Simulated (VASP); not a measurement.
# Band gap of MoS2: cutoff, mesh and cell, part 2 of 2

How far does the LDA gap of MoS2 depend on cutoff, mesh and cell? The starting structure is a measured crystal structure from the Crystallography Open Database. The atoms were first relaxed with LDA in that cell, in a run that isn't shown, and the relaxed structure is the one below.

VASP 6.6.1.

Results so far: reference 0.841 eV; cell and atoms relaxed by LDA 0.727 eV; no band path 0.888 eV.

The database entry behind the starting cell differs from later determinations by our own check (about 0.3 % long), so it need not match the best structure at ambient conditions.

## (5) Bands with a cutoff of 500 eV

Level of this step: LDA; plane waves and PAW (Mo_sv, S) (VASP).

Against step 2 the input has ENCUT = 500.

Contents of INCAR:

```
SYSTEM = MoS2
PREC = Accurate
ENCUT = 500
EDIFF = 1E-06
NELM = 100
ISMEAR = 0
SIGMA = 0.03
LREAL = .FALSE.
ALGO = Normal
GGA = CA
NBANDS = 42
LASPH = .TRUE.
LORBIT = 11
LWAVE = .FALSE.
LCHARG = .FALSE.
KPAR = 16
```

Contents of POSCAR:

```
MoS2
1.0
    3.1690000000      0.0000000000      0.0000000000
   -1.5845000000      2.7444345046      0.0000000000
    0.0000000000      0.0000000000     12.3240000000
Mo S
2 4
Direct
    0.6666666667      0.3333333333      0.7500000000
    0.3333333333      0.6666666667      0.2500000000
    0.6666666667      0.3333333333      0.3750242501
    0.3333333333      0.6666666667      0.8750242501
    0.6666666667      0.3333333333      0.1249757499
    0.3333333333      0.6666666667      0.6249757499
```

Contents of KPOINTS:

```
Automatic mesh
0
Gamma
9 9 2
0 0 0
```

Contents of KPOINTS_OPT:

```
Line mode
8
Line-mode
Reciprocal
  0.00000000   0.00000000   0.00000000 GAMMA
  0.50000000   0.00000000   0.00000000 M

  0.50000000   0.00000000   0.00000000 M
  0.33333333   0.33333333   0.00000000 K

  0.33333333   0.33333333   0.00000000 K
  0.00000000   0.00000000   0.00000000 GAMMA

  0.00000000   0.00000000   0.00000000 GAMMA
  0.00000000   0.00000000   0.50000000 A

  0.00000000   0.00000000   0.50000000 A
  0.50000000   0.00000000   0.50000000 L

  0.50000000   0.00000000   0.50000000 L
  0.33333333   0.33333333   0.50000000 H

  0.33333333   0.33333333   0.50000000 H
  0.00000000   0.00000000   0.50000000 A

  0.50000000   0.00000000   0.50000000 L
  0.50000000   0.00000000   0.00000000 M

  0.33333333   0.33333333   0.00000000 K
  0.33333333   0.33333333   0.50000000 H
```

Potentials, in the order of the species: Mo_sv and S (LDA family, release 64).

On the command line:

```sh
$ mpirun -np 16 vasp_std
```

Log:

```text
[... set-up lines as in an earlier step ...]
 entering main loop
       N       E                     dE             d eps       ncg     rms          rms(c)
DAV:   1     0.439681234293E+03    0.43968E+03   -0.27622E+04  2176   0.114E+03
DAV:   2    -0.288737146289E+02   -0.46855E+03   -0.44769E+03  2264   0.327E+02
DAV:   3    -0.515288462657E+02   -0.22655E+02   -0.22256E+02  2454   0.671E+01
DAV:   4    -0.518831611834E+02   -0.35431E+00   -0.35380E+00  2414   0.869E+00
[...]
DAV:  12    -0.489097425964E+02    0.57860E-04   -0.11424E-04  2294   0.469E-02    0.664E-02
DAV:  13    -0.489097317514E+02    0.10845E-04   -0.74334E-05  2340   0.420E-02    0.187E-02
DAV:  14    -0.489097311353E+02    0.61610E-06   -0.55292E-06  2124   0.132E-02
   1 F= -.48909731E+02 E0= -.48909731E+02  d E =-.308675E-30
 Start KPOINTS_OPT (optional k-point list driver)
k-point batch [1-24\72]
       N       E                     dE             ncg
DAV:   1     0.135873571607E+03   -0.31894E+05     2168
DAV:   2    -0.113459907700E+05   -0.11482E+05     2298
DAV:   3    -0.118496325612E+05   -0.50364E+03     2434
DAV:   4    -0.118568456779E+05   -0.72131E+01     2408
DAV:   5    -0.118569640077E+05   -0.11833E+00     2494
DAV:   6    -0.118569667893E+05   -0.27816E-02     2472
DAV:   7    -0.118569668668E+05   -0.77543E-04     2526
DAV:   8    -0.118569668691E+05   -0.22431E-05     1816
DAV:   9    -0.118569668693E+05   -0.20811E-06     1678
[...]
k-point batch [49-72\72]
       N       E                     dE             ncg
DAV:   1    -0.315350705895E+03   -0.41352E+05     2200
DAV:   2    -0.114321664813E+05   -0.11117E+05     2278
DAV:   3    -0.119150558558E+05   -0.48289E+03     2434
DAV:   4    -0.119217731801E+05   -0.67173E+01     2392
DAV:   5    -0.119218781378E+05   -0.10496E+00     2424
DAV:   6    -0.119218805608E+05   -0.24230E-02     2430
DAV:   7    -0.119218806252E+05   -0.64386E-04     2432
DAV:   8    -0.119218806269E+05   -0.17051E-05     1700
DAV:   9    -0.119218806271E+05   -0.19885E-06     1560
```

It took 16 s on 16 MPI ranks of Intel Xeon Platinum 8488C (Sapphire Rapids), shared host; peak memory 4.8 GiB.

OUTCAR, selected parts (step 5):

```text
  Total       -2.8624527     -2.8624527     -0.7480324      0.0000000     -0.0000000      0.0000000
  in kB      -42.7880106    -42.7880106    -11.1816056      0.0000000     -0.0000000      0.0000000
  external PRESSURE =     -32.2525423 kB  Pullay stress =       0.0000000 kB

 POSITION                                       TOTAL-FORCE (eV/Angst)
 -----------------------------------------------------------------------------------
      1.58450      0.91481      9.24300        -0.000000      0.000000     -0.000000
     -0.00000      1.82962      3.08100         0.000000     -0.000000     -0.000000
      1.58450      0.91481      4.62180         0.000000      0.000000     -0.002878
     -0.00000      1.82962     10.78380        -0.000000      0.000000     -0.002878
      1.58450      0.91481      1.54020        -0.000000      0.000000      0.002878
     -0.00000      1.82962      7.70220         0.000000     -0.000000      0.002878
 -----------------------------------------------------------------------------------
    total drift:                               -0.000000      0.000000     -0.000000

  FREE ENERGIE OF THE ION-ELECTRON SYSTEM (eV)
  ---------------------------------------------------
  free  energy   TOTEN  =       -48.9097311353 eV

  energy  without entropy=      -48.9097311353  energy(sigma->0) =      -48.90973114

[... 1 part as in an earlier step ...]

[... 2 further parts left out ...]
[key lines of the parts left out:]
E-fermi :   7.6517
```

With a cutoff of 500 eV the gap is 0.841 eV, +0.000 eV from the reference.

## (6) Bands with a 12×12×4 mesh

Against step 2 the input has a 12×12×4 mesh.

Changes to INCAR since step 5:

```diff
@@ -2,3 +2,3 @@
 PREC = Accurate
-ENCUT = 500
+ENCUT = 350
 EDIFF = 1E-06
```

POSCAR is that of step 5.

Contents of KPOINTS:

```
Automatic mesh
0
Gamma
12 12 4
0 0 0
```

KPOINTS_OPT is that of step 5.

On the command line:

```sh
$ mpirun -np 16 vasp_std
```

Log:

```text
[... set-up lines as in an earlier step ...]
 entering main loop
       N       E                     dE             d eps       ncg     rms          rms(c)
DAV:   1     0.349150397752E+03    0.34915E+03   -0.23173E+04  5332   0.866E+02
DAV:   2    -0.354236341030E+02   -0.38457E+03   -0.36861E+03  5622   0.284E+02
DAV:   3    -0.516563423814E+02   -0.16233E+02   -0.16027E+02  5846   0.556E+01
DAV:   4    -0.518743712350E+02   -0.21803E+00   -0.21777E+00  5712   0.678E+00
[...]
DAV:  12    -0.489041259941E+02    0.56395E-04   -0.11647E-04  5428   0.468E-02    0.646E-02
DAV:  13    -0.489041172323E+02    0.87617E-05   -0.72588E-05  5632   0.414E-02    0.185E-02
DAV:  14    -0.489041166767E+02    0.55559E-06   -0.55729E-06  5000   0.133E-02
   1 F= -.48904117E+02 E0= -.48904117E+02  d E =-.126238E-27
 Start KPOINTS_OPT (optional k-point list driver)
k-point batch [1-57\72]
       N       E                     dE             ncg
DAV:   1    -0.494905126573E+04   -0.60779E+05     5364
DAV:   2    -0.271606875569E+05   -0.22212E+05     5666
DAV:   3    -0.280518827850E+05   -0.89120E+03     5814
DAV:   4    -0.280639156862E+05   -0.12033E+02     5664
DAV:   5    -0.280641165119E+05   -0.20083E+00     5804
DAV:   6    -0.280641213125E+05   -0.48006E-02     5900
DAV:   7    -0.280641214360E+05   -0.12358E-03     5842
DAV:   8    -0.280641214394E+05   -0.33581E-05     4104
DAV:   9    -0.280641214397E+05   -0.35497E-06     3852
k-point batch [58-72\72]
       N       E                     dE             ncg
DAV:   1     0.365668984652E+05   -0.27401E+05     1396
DAV:   2     0.309808866798E+05   -0.55860E+04     1440
DAV:   3     0.307504869465E+05   -0.23040E+03     1520
DAV:   4     0.307476023358E+05   -0.28846E+01     1448
DAV:   5     0.307475592188E+05   -0.43117E-01     1544
DAV:   6     0.307475582937E+05   -0.92513E-03     1520
DAV:   7     0.307475582719E+05   -0.21775E-04     1536
DAV:   8     0.307475582714E+05   -0.52204E-06     1016
```

It took 13 s on 16 MPI ranks; peak memory 4.9 GiB.

Parts of OUTCAR (step 6):

```text
  Total       -3.1189830     -3.1189830     -1.0072227      0.0000000      0.0000000      0.0000000
  in kB      -46.6226324    -46.6226324    -15.0559891      0.0000000      0.0000000      0.0000000
  external PRESSURE =     -36.1004180 kB  Pullay stress =       0.0000000 kB

 POSITION                                       TOTAL-FORCE (eV/Angst)
 -----------------------------------------------------------------------------------
      1.58450      0.91481      9.24300        -0.000000     -0.000000      0.000000
     -0.00000      1.82962      3.08100         0.000000      0.000000      0.000000
      1.58450      0.91481      4.62180        -0.000000      0.000000     -0.000580
     -0.00000      1.82962     10.78380         0.000000      0.000000     -0.000580
      1.58450      0.91481      1.54020        -0.000000     -0.000000      0.000580
     -0.00000      1.82962      7.70220         0.000000      0.000000      0.000580
 -----------------------------------------------------------------------------------
    total drift:                               -0.000000      0.000000     -0.000000

  FREE ENERGIE OF THE ION-ELECTRON SYSTEM (eV)
  ---------------------------------------------------
  free  energy   TOTEN  =       -48.9041166767 eV

  energy  without entropy=      -48.9041166767  energy(sigma->0) =      -48.90411668

[... 1 part as in an earlier step ...]

[... 2 further parts left out ...]
[key lines of the parts left out:]
E-fermi :   7.6390
```

With a 12×12×4 mesh the gap is 0.838 eV, -0.004 eV from the reference.

## (7) All runs side by side

| run | gap (eV) | change (eV) | core minutes |
| --- | --- | --- | --- |
| reference | 0.841 | - | 4.27 |
| cell and atoms relaxed by LDA | 0.727 | -0.114 | 2.67 |
| no band path | 0.888 | 0.047 | 1.17 |
| a cutoff of 500 eV | 0.841 | 0.0 | 4.16 |
| a 12×12×4 mesh | 0.838 | -0.004 | 3.52 |

Core minutes are wall time times ranks of the run shown, on a shared host.

## (8) Summary of results

```json
{
  "reference gap": "0.841 eV",
  "gap with cell and atoms relaxed by LDA": "0.727 eV",
  "gap with no band path": "0.888 eV",
  "gap with a cutoff of 500 eV": "0.841 eV",
  "gap with a 12×12×4 mesh": "0.838 eV"
}
```

What this shows: Among the runs that read a gap along the path, the one with cell and atoms relaxed by LDA moves it most, by -0.114 eV. On finer settings it changes by +0.000 eV with a cutoff of 500 eV and -0.004 eV with a 12×12×4 mesh. Read on the mesh alone, without a band path, the gap comes out +0.047 eV from the reference: such a gap is an upper bound, and here at least one band edge lies off the mesh points. The functional's own error isn't tested here. Further runs on this material are not shown.

[Lines on the potential files, build, host, timing and source positions are cut from VASP's logs without a mark.]

[Logs are printed without paths, hosts, clocks, repeated set-up lines and the standing remarks that a program may print on its own settings, such as how far it seeks lower states.]

[Hosts, paths, dates, database ids (printed as entryN), source tags and the programs' standing remarks are cut or masked in the printed files.]
